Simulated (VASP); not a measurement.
Input of a VASP 6.6.1 run:

File INCAR:

```
SYSTEM = CaSi2Sb2
  ALGO = Normal
  EDIFF = 1E-7
  ENCUT = 520
  ISIF = 2
  ISMEAR = -1
  LASPH = .True.
  LCHARG = .False.
  LMIXTAU = .True.
  LREAL = .False.
  LWAVE = .False.
  METAGGA = SCAN
  NBANDS = 22
  NELM = 100
  PREC = Accurate
  SIGMA = 0.05
```

Contents of KPOINTS:

```
k-points
0
Gamma
  5 5 4
  0 0 0
```

POSCAR

```
CaSi2Sb2
1.0
    4.9973900000      0.0000000000      0.0000000000
   -2.4987000000      4.3278700000      0.0000000000
    0.0000000000      0.0000000000      5.8616900000
Ca Si Sb
1 2 2
Direct
    0.0000000000      0.0000000000      0.0000000000
    0.3333300000      0.6666700000      0.2564800000
    0.6666700000      0.3333300000      0.7435200000
    0.3333300000      0.6666700000      0.7224000000
    0.6666700000      0.3333300000      0.2776000000
```

The input KPOINTS_OPT:

```
path GMKGALHA,LM,KH
20
line-mode
reciprocal
 0.0000000000  0.0000000000  0.0000000000  G
 0.5000000000  0.0000000000  0.0000000000  M

 0.5000000000  0.0000000000  0.0000000000  M
 0.3333333333  0.3333333333  0.0000000000  K

 0.3333333333  0.3333333333  0.0000000000  K
 0.0000000000  0.0000000000  0.0000000000  G

 0.0000000000  0.0000000000  0.0000000000  G
 0.0000000000  0.0000000000  0.5000000000  A

 0.0000000000  0.0000000000  0.5000000000  A
 0.5000000000  0.0000000000  0.5000000000  L

 0.5000000000  0.0000000000  0.5000000000  L
 0.3333333333  0.3333333333  0.5000000000  H

 0.3333333333  0.3333333333  0.5000000000  H
 0.0000000000  0.0000000000  0.5000000000  A

 0.5000000000  0.0000000000  0.5000000000  L
 0.5000000000  0.0000000000  0.0000000000  M

 0.3333333333  0.3333333333  0.0000000000  K
 0.3333333333  0.3333333333  0.5000000000  H
```

Potentials or basis: VASP PAW PBE potentials, release 64 (Ca_sv, Si, Sb).

Run with:

```sh
$ cat potpaw_PBE.64/Ca_sv/POTCAR potpaw_PBE.64/Si/POTCAR potpaw_PBE.64/Sb/POTCAR > POTCAR
$ mpirun -np 1 vasp_std > vasp.out
```

What does it give for the largest force?

0.051 eV/Å.

What does it give for the band gap along the path?

None (metal or under the smearing width).

Levels at the corners of the path, in eV from the Fermi level:
| point | band 11 | band 12 | band 13 | band 14 | band 15 | band 16 | band 17 | band 18 |
| --- | --- | --- | --- | --- | --- | --- | --- | --- |
| Γ | -3.08 | -1.63 | -1.45 | -1.45 | -0.38 | -0.38 | 0.63 | 0.63 |
| M | -3.80 | -3.19 | -2.56 | 0.04 | 1.54 | 2.08 | 2.35 | 3.22 |
| M | -3.80 | -3.19 | -2.56 | 0.04 | 1.54 | 2.08 | 2.35 | 3.22 |
| K | -4.22 | -2.89 | -0.56 | -0.56 | 1.30 | 1.82 | 1.82 | 2.56 |
| K | -4.22 | -2.89 | -0.56 | -0.56 | 1.30 | 1.82 | 1.82 | 2.56 |
| Γ | -3.08 | -1.63 | -1.45 | -1.45 | -0.38 | -0.38 | 0.63 | 0.63 |
| Γ | -3.08 | -1.63 | -1.45 | -1.45 | -0.38 | -0.38 | 0.63 | 0.63 |
| A | -3.11 | -3.11 | -1.96 | -1.14 | -0.44 | -0.44 | 0.73 | 0.73 |
| A | -3.11 | -3.11 | -1.96 | -1.14 | -0.44 | -0.44 | 0.73 | 0.73 |
| L | -2.37 | -2.06 | -1.31 | 0.21 | 0.41 | 1.17 | 1.90 | 2.96 |
| L | -2.37 | -2.06 | -1.31 | 0.21 | 0.41 | 1.17 | 1.90 | 2.96 |
| H | -1.10 | -1.10 | 0.00 | 0.00 | 0.78 | 0.78 | 1.42 | 1.42 |
| H | -1.10 | -1.10 | 0.00 | 0.00 | 0.78 | 0.78 | 1.42 | 1.42 |
| A | -3.11 | -3.11 | -1.96 | -1.14 | -0.44 | -0.44 | 0.73 | 0.73 |
| L | -2.37 | -2.06 | -1.31 | 0.21 | 0.41 | 1.17 | 1.90 | 2.96 |
| M | -3.80 | -3.19 | -2.56 | 0.04 | 1.54 | 2.08 | 2.35 | 3.22 |
| K | -4.22 | -2.89 | -0.56 | -0.56 | 1.30 | 1.82 | 1.82 | 2.56 |
| H | -1.10 | -1.10 | 0.00 | 0.00 | 0.78 | 0.78 | 1.42 | 1.42 |

Caveat: the PAW data sets were made with another functional, which shifts forces and pressure a little; spin-orbit coupling is left out, which moves the levels of the heavy elements.
